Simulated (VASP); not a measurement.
**1T-SnSSe, 2 layers, AB: relaxation and electronic structure**

Aim: model 1T-SnSSe, 2 layers, AB by a slab and find how far its highest filled level lies below the vacuum.

Program: VASP 6.6.1. Level of theory: r2SCAN; plane waves and PAW (Se, Sn, S). Results are calculated unless marked as measured.

### 1. The starting structure

The cell holds 6 atoms: 2 Se, 2 Sn and 2 S. Its edges and angles: a = 3.785 Å, b = 3.785 Å, c = 24.146 Å, α = 90.0°, β = 90.0°, γ = 120.0°. Vacuum lies along c.

### 2. Relaxing the slab

All atoms relax at the fixed cell.

The input, INCAR:

```
SYSTEM = SnSeS
PREC = Normal
ENCUT = 300
EDIFF = 1E-05
NELM = 120
ISMEAR = -1
SIGMA = 0.05
LREAL = .FALSE.
ALGO = Normal
METAGGA = R2SCAN
LASPH = .TRUE.
NBANDS = 22
LORBIT = 11
LWAVE = .FALSE.
LCHARG = .FALSE.
KPAR = 2
IBRION = 2
NSW = 40
ISIF = 2
EDIFFG = -0.03
POTIM = 0.4
MAXMIX = 40
IDIPOL = 3
LDIPOL = .TRUE.
DIPOL = 0.5 0.5 0.502
```

The input, POSCAR:

```
SnSeS
1.0
    3.7850000000      0.0000000000      0.0000000000
   -1.8925000000      3.2779061533      0.0000000000
    0.0000000000      0.0000000000     24.1457420390
Se Sn S
2 2 2
Direct
    0.6666666667      0.3333333333      0.3520289410
    0.0000000000      0.0000000000      0.5631581335
    0.0000000000      0.0000000000      0.3997990127
    0.3333333333      0.6666666667      0.6109282053
    0.3333333333      0.6666666667      0.4368418665
    0.6666666667      0.3333333333      0.6479710590
```

The input, KPOINTS:

```
Automatic mesh
0
Gamma
9 9 1
0 0 0
```

PAW data sets: Se, Sn and S (PBE family, release 64).

Launch:

```console
$ mpirun -np 2 vasp_std
```

The program printed:

```text
[banner, memory and clock lines left out]
running    2 mpi-ranks, on    1 nodes
[...]
|                                                                             |
|               ----> ADVICE to this user running VASP <----                  |
|                                                                             |
|     You enforced a specific xc type in the INCAR file but a different       |
|     [... a line on the potential file left out ...]
|     I HOPE YOU KNOW WHAT YOU ARE DOING!                                     |
|                                                                             |

 LDA part: xc-table for (None), standard interpolation
 POSCAR, INCAR and KPOINTS ok, starting setup
[...]
entering main loop
       N       E                     dE             d eps       ncg     rms          rms(c)
DAV:   1     0.141044357780E+03    0.14104E+03   -0.87753E+03   528   0.727E+02
DAV:   2    -0.723811343014E+02   -0.21343E+03   -0.20592E+03   798   0.185E+02
DAV:   3    -0.969039444262E+02   -0.24523E+02   -0.24218E+02   654   0.722E+01
DAV:   4    -0.976262396823E+02   -0.72230E+00   -0.72081E+00   740   0.144E+01
[...]
DAV:  15    -0.915839994229E+02   -0.20106E-04   -0.22891E-06   480   0.120E-02    0.642E-03
DAV:  16    -0.915840680306E+02   -0.68608E-04   -0.14413E-05   530   0.191E-02    0.406E-03
DAV:  17    -0.915840690656E+02   -0.10350E-05   -0.19346E-06   480   0.978E-03
   1 F= -.91584069E+02 E0= -.91584069E+02  d E =-.915841E+02
[... from here on, the cycles between the ionic steps are left out ...]
   2 F= -.94906145E+02 E0= -.94906145E+02  d E =-.332208E+01
   4 F= -.96208406E+02 E0= -.96208257E+02  d E =-.462434E+01
   7 F= -.96401039E+02 E0= -.96400982E+02  d E =-.920949E-01
  10 F= -.96759238E+02 E0= -.96759237E+02  d E =-.450294E+00
  13 F= -.96797182E+02 E0= -.96797180E+02  d E =-.670878E-02
  16 F= -.96798526E+02 E0= -.96798524E+02  d E =-.128161E-02
  19 F= -.96801724E+02 E0= -.96801722E+02  d E =-.115318E-02
  22 F= -.96803777E+02 E0= -.96803776E+02  d E =-.191438E-02
  25 F= -.96806247E+02 E0= -.96806246E+02  d E =-.136283E-02
  28 F= -.96807369E+02 E0= -.96807367E+02  d E =-.159358E-03
  31 F= -.96808149E+02 E0= -.96808148E+02  d E =-.487483E-03
  34 F= -.96808826E+02 E0= -.96808824E+02  d E =-.234944E-03
  37 F= -.96809328E+02 E0= -.96809327E+02  d E =-.737644E-03
  39 F= -.96809656E+02 E0= -.96809654E+02  d E =-.327768E-03
  40 F= -.96809694E+02 E0= -.96809692E+02  d E =-.365322E-03
[...]
```

The job ended after 14 min (2 MPI ranks of Intel Xeon Platinum 8259CL at 2.50GHz (Skylake/Cascade Lake), shared host; peak memory 0.39 GiB).

Lines that name or quote the potential files are left out of all logs, and their timing lines are given in words.

From OUTCAR (step 2):

```text
 dipolmoment           0.000000      0.000000      0.037461 electrons x Angstroem

 k-point     1 :       0.0000    0.0000    0.0000
  band No.  band energies     occupation
    ...
     12      -2.5300      2.00000
     13      -2.0960      2.00000
     14      -2.0960      2.00000
     15      -1.8076      1.99998
     16      -1.8076      1.99998
     17      -0.0073      0.00000
     18       0.5563      0.00000
     19       1.7339      0.00000
     20       2.0341      0.00000
     21       3.1852      0.00000
    ...

  Total       -1.3199868     -1.3199868     -0.1212588     -0.0000000      0.0000000      0.0000000
  in kB       -7.0595530     -7.0595530     -0.6485165     -0.0000000      0.0000000      0.0000000
  external PRESSURE =      -4.9225409 kB  Pullay stress =       0.0000000 kB

 POSITION                                       TOTAL-FORCE (eV/Angst)
 -----------------------------------------------------------------------------------
      1.89250      1.09264      7.37927        -0.000000      0.000000     -0.020079
     -0.00000      0.00000     13.79115        -0.000000      0.000000      0.049351
     -0.00000      0.00000      8.95744         0.000000     -0.000000      0.022620
     -0.00000      2.18527     15.37626        -0.000000     -0.000000     -0.038065
     -0.00000      2.18527     10.38725        -0.000000      0.000000     -0.008074
      1.89250      1.09264     16.80487        -0.000000     -0.000000     -0.005753
 -----------------------------------------------------------------------------------
    total drift:                               -0.000013      0.000027     -0.001149

  FREE ENERGIE OF THE ION-ELECTRON SYSTEM (eV)
  ---------------------------------------------------
  free  energy   TOTEN  =       -96.8096936118 eV

  energy  without entropy=      -96.8096904511  energy(sigma->0) =      -96.80969203

 vacuum level on the upper side and lower side of the slab         4.954         4.395

[... 19 further parts left out ...]
[key lines of the parts left out:]
E-fermi :  -1.2396
```

CONTCAR:

```
SnSeS
   1.00000000000000
     3.7850000000000001    0.0000000000000000    0.0000000000000000
    -1.8925000000000001    3.2779061533000000    0.0000000000000000
     0.0000000000000000    0.0000000000000000   24.1457420390000017
  Se              Sn              S
     2     2     2
Direct
     0.6666666667000030    0.3333333332999970    0.3056137664892722
     0.0000000000000000    0.0000000000000000    0.5711628863452153
     0.0000000000000000    0.0000000000000000    0.3709736912954868
     0.3333333332999970    0.6666666667000030    0.6368105303957466
     0.3333333332999970    0.6666666667000030    0.4301897939708637
     0.6666666667000030    0.3333333332999970    0.6959765495034144
```

Step by step (22 of 40):

| step | energy less that of the first step (eV) | largest force (eV/Å) |
| --- | --- | --- |
| 1 | 0.0000 | 5.3923 |
| 3 | -4.6224 | 1.2162 |
| 5 | -4.7189 | 0.6914 |
| 7 | -4.8170 | 0.8404 |
| 8 | -5.0127 | 0.3493 |
| 10 | -5.1752 | 0.7291 |
| 12 | -5.2064 | 0.2533 |
| 14 | -5.2132 | 0.1071 |
| 16 | -5.2145 | 0.1293 |
| 18 | -5.2165 | 0.1093 |
| 20 | -5.2178 | 0.1182 |
| 21 | -5.2184 | 0.1095 |
| 23 | -5.2208 | 0.1147 |
| 25 | -5.2222 | 0.1198 |
| 27 | -5.2231 | 0.0341 |
| 29 | -5.2236 | 0.0575 |
| 31 | -5.2241 | 0.0350 |
| 33 | -5.2245 | 0.0552 |
| 34 | -5.2248 | 0.0467 |
| 36 | -5.2251 | 0.1109 |
| 38 | -5.2255 | 0.0442 |
| 40 | -5.2256 | 0.0494 |

The atoms that moved most (Å):

```
atom     dx     dy      dz  length
  S6  0.000  0.000   1.159   1.159
 Se1  0.000  0.000  -1.121   1.121
 Sn3  0.000  0.000  -0.696   0.696
 Sn4  0.000  0.000   0.625   0.625
 Se2  0.000  0.000   0.193   0.193
  S5  0.000  0.000  -0.161   0.161
```

The relaxed structure:

```
Se Sn S
1.0
     3.78500    0.00000    0.00000
    -1.89250    3.27791    0.00000
     0.00000    0.00000   24.14574
Se Sn S
2 2 2
Direct
  0.66667 0.33333 0.30561
  0.00000 0.00000 0.57116
  0.00000 0.00000 0.37097
  0.33333 0.66667 0.63681
  0.33333 0.66667 0.43019
  0.66667 0.33333 0.69598
```

The run used up its steps with a largest force of 0.05 eV/Å at its last finished step, so it is continued.

### 3. Going on with the relaxation

The relaxation goes on from where it stopped.

Edit INCAR of step 2 so:

```diff
@@ -16,3 +16,3 @@
 KPAR = 2
-IBRION = 2
+IBRION = 1
 NSW = 40
@@ -20,3 +20,3 @@
 EDIFFG = -0.03
-POTIM = 0.4
+POTIM = 0.3
 MAXMIX = 40
```

The input, POSCAR:

```
SnSeS
1.0
    3.7850000000      0.0000000000      0.0000000000
   -1.8925000000      3.2779061533      0.0000000000
    0.0000000000      0.0000000000     24.1457420390
Se Sn S
2 2 2
Direct
    0.6666666667      0.3333333333      0.3056137665
    0.0000000000      0.0000000000      0.5711628863
    0.0000000000      0.0000000000      0.3709736913
    0.3333333333      0.6666666667      0.6368105304
    0.3333333333      0.6666666667      0.4301897940
    0.6666666667      0.3333333333      0.6959765495
```

KPOINTS is that of step 2.

Launch:

```console
$ mpirun -np 2 vasp_std
```

The program printed:

```text
[banner, memory and clock lines left out]
running    2 mpi-ranks, on    1 nodes
 distrk:  each k-point on    1 cores,    2 groups
 distr:  one band on    1 cores,    1 groups

 POSCAR found type information on POSCAR SeSnS
 POSCAR found :  3 types and       6 ions
 [... a notice as in an earlier step ...]

 LDA part: xc-table for (None), standard interpolation
 POSCAR, INCAR and KPOINTS ok, starting setup
 FFT: planning ... GRIDC
 FFT: planning ... GRID_SOFT
 FFT: planning ... GRID
 WAVECAR not read
 entering main loop
       N       E                     dE             d eps       ncg     rms          rms(c)
DAV:   1     0.106361692591E+03    0.10636E+03   -0.86656E+03   528   0.728E+02
DAV:   2    -0.815649803965E+02   -0.18793E+03   -0.18175E+03   808   0.174E+02
DAV:   3    -0.102025230220E+03   -0.20460E+02   -0.20229E+02   636   0.652E+01
DAV:   4    -0.102597863973E+03   -0.57263E+00   -0.57111E+00   712   0.127E+01
DAV:   5    -0.102614467559E+03   -0.16604E-01   -0.16597E-01   658   0.214E+00    0.953E+00
DAV:   6    -0.968059829540E+02    0.58085E+01   -0.25789E+00   642   0.850E+00    0.781E+00
DAV:   7    -0.968129608184E+02   -0.69779E-02   -0.72623E-01   680   0.413E+00    0.160E+00
DAV:   8    -0.968069680759E+02    0.59927E-02   -0.45903E-02   660   0.121E+00    0.952E-01
DAV:   9    -0.968090377315E+02   -0.20697E-02   -0.71155E-03   696   0.558E-01    0.175E-01
DAV:  10    -0.968091502530E+02   -0.11252E-03   -0.10141E-03   648   0.178E-01    0.934E-02
DAV:  11    -0.968094291452E+02   -0.27889E-03   -0.23975E-04   666   0.967E-02    0.310E-02
DAV:  12    -0.968095212943E+02   -0.92149E-04   -0.57743E-05   684   0.570E-02    0.157E-02
DAV:  13    -0.968095511652E+02   -0.29871E-04   -0.18738E-05   580   0.252E-02    0.119E-02
DAV:  14    -0.968095925500E+02   -0.41385E-04   -0.77448E-06   492   0.197E-02    0.461E-03
DAV:  15    -0.968096172987E+02   -0.24749E-04   -0.81394E-06   514   0.175E-02    0.286E-03
DAV:  16    -0.968096483137E+02   -0.31015E-04   -0.45450E-06   468   0.124E-02    0.221E-03
DAV:  17    -0.968096760629E+02   -0.27749E-04   -0.42463E-06   506   0.100E-02    0.152E-03
DAV:  18    -0.968096820419E+02   -0.59791E-05   -0.15686E-06   462   0.802E-03
   1 F= -.96809682E+02 E0= -.96809680E+02  d E =-.968097E+02
 BRION: g(F)=  0.141E-03 g(S)=  0.000E+00
 bond charge predicted
       N       E                     dE             d eps       ncg     rms          rms(c)
DAV:   1    -0.968097735834E+02   -0.97521E-04   -0.25042E-03   648   0.238E-01    0.238E-02
DAV:   2    -0.968097359134E+02    0.37670E-04   -0.13603E-04   660   0.699E-02    0.109E-02
DAV:   3    -0.968097651847E+02   -0.29271E-04   -0.16448E-05   466   0.268E-02    0.833E-03
DAV:   4    -0.968097787452E+02   -0.13560E-04   -0.67335E-06   456   0.172E-02    0.288E-03
DAV:   5    -0.968097876532E+02   -0.89080E-05   -0.24584E-06   456   0.955E-03
   2 F= -.96809788E+02 E0= -.96809786E+02  d E =-.105611E-03
 BRION: g(F)=  0.263E-04 g(S)=  0.000E+00 retain N=  1 mean eig= 1.47
 eig:   1.473
 reached required accuracy - stopping structural energy minimisation
```

The job ended after 67 s (2 MPI ranks; peak memory 0.37 GiB).

From OUTCAR (step 3):

```text
The static configuration has the point symmetry C_3v.

 Found     12 irreducible k-points:

   NELECT =      32.0000    total number of electrons

 dipolmoment           0.000000      0.000000      0.038192 electrons x Angstroem

 E-fermi :  -1.2450

 k-point     1 :       0.0000    0.0000    0.0000
  band No.  band energies     occupation
    ...
     12      -2.5308      2.00000
     13      -2.0931      2.00000
     14      -2.0931      2.00000
     15      -1.8184      1.99998
     16      -1.8184      1.99998
     17      -0.0095      0.00000
     18       0.5559      0.00000
     19       1.7335      0.00000
     20       2.0282      0.00000
     21       3.1831      0.00000
    ...

 k-point     2 :       0.1111    0.0000    0.0000
  band No.  band energies     occupation
    ...
     12      -2.7659      2.00000
     13      -2.5343      2.00000
     14      -2.3688      2.00000
     15      -2.0935      2.00000
     16      -1.8176      1.99998
     17       0.5171      0.00000
     18       0.8870      0.00000
     19       2.3252      0.00000
     20       2.6149      0.00000
     21       3.1789      0.00000
    ...

  Total       -1.3113105     -1.3113105     -0.0991517     -0.0000000      0.0000000      0.0000000
  in kB       -7.0131508     -7.0131508     -0.5302831     -0.0000000      0.0000000      0.0000000
  external PRESSURE =      -4.8521949 kB  Pullay stress =       0.0000000 kB

 POSITION                                       TOTAL-FORCE (eV/Angst)
 -----------------------------------------------------------------------------------
      1.89250      1.09264      7.37872         0.000000     -0.000000     -0.009094
      0.00000     -0.00000     13.79257        -0.000000     -0.000000      0.024228
     -0.00000     -0.00000      8.95810        -0.000000     -0.000000      0.004150
     -0.00000      2.18527     15.37515         0.000000      0.000000     -0.008395
     -0.00000      2.18527     10.38707        -0.000000     -0.000000      0.001271
      1.89250      1.09264     16.80463         0.000000     -0.000000     -0.012161
 -----------------------------------------------------------------------------------
    total drift:                               -0.000015      0.000036      0.000493

  FREE ENERGIE OF THE ION-ELECTRON SYSTEM (eV)
  ---------------------------------------------------
  free  energy   TOTEN  =       -96.8097876532 eV

  energy  without entropy=      -96.8097846828  energy(sigma->0) =      -96.80978617

 reached required accuracy - stopping structural energy minimisation

 vacuum level on the upper side and lower side of the slab         4.940         4.417

 total charge
# of ion       s       p       d       tot
------------------------------------------
    1        1.478   2.374   0.026   3.878
    2        1.479   2.370   0.027   3.876
    3        1.200   1.487   0.358   3.045
    4        1.200   1.485   0.357   3.043
    5        1.352   2.346   0.000   3.698
    6        1.351   2.349   0.000   3.699
--------------------------------------------------
tot          8.060  12.411   0.769  21.240

[... 7 parts as in an earlier step ...]

[... 6 further parts left out ...]
```

The gap is read on the k-mesh alone, so it is an upper bound where the band edges lie off the mesh. The PAW data sets were made with PBE, which is usual practice but a small mismatch for other functionals. The data set Sn keeps the semicore shell frozen, which is cheaper and a little less accurate. The run keeps the 6 symmetry operations of its start, so it cannot find a distortion of lower symmetry.

Hardly anything moved in the relaxation; the energy changed by under 0.2 meV an atom.

This step gave:

```
electronic cycles                               : 23
electrons                                       : 32
free energy (TOTEN)                             : -96.8098 eV
Fermi energy                                    : -1.245 eV
labelled metallic, from the levels on this mesh : no
dipole moment                                   : 0, 0, 0.03819 e·Å
gap on the k-mesh                               : 1.124 eV
least direct gap on the k-mesh                  : 1.459 eV
```

The run ended after 2 ionic steps, 0.000 eV below its first step, once the forces on the free atoms met EDIFFG = -0.03.

Only the dipole across the slab is computed (IDIPOL = 3); zeros along the plane are no results.

VASP counts the dipole in electrons times Å, so a positive number points the physical dipole along −c.

(Continued in part 2 of 3.)

[Lines on the potential files, build, host, timing and source positions are cut from VASP's logs without a mark.]

[Logs are printed without paths, hosts, clocks, repeated set-up lines and the standing remarks that a program may print on its own settings, such as how far it seeks lower states.]

[Hosts, paths, dates, database ids (printed as entryN), source tags and the programs' standing remarks are cut or masked in the printed files.]

[In band tables of VASP the shares of atoms and orbitals are scaled to a sum of 1 inside the atoms' spheres.]

[Runs that stopped without an error message from VASP are left out.]
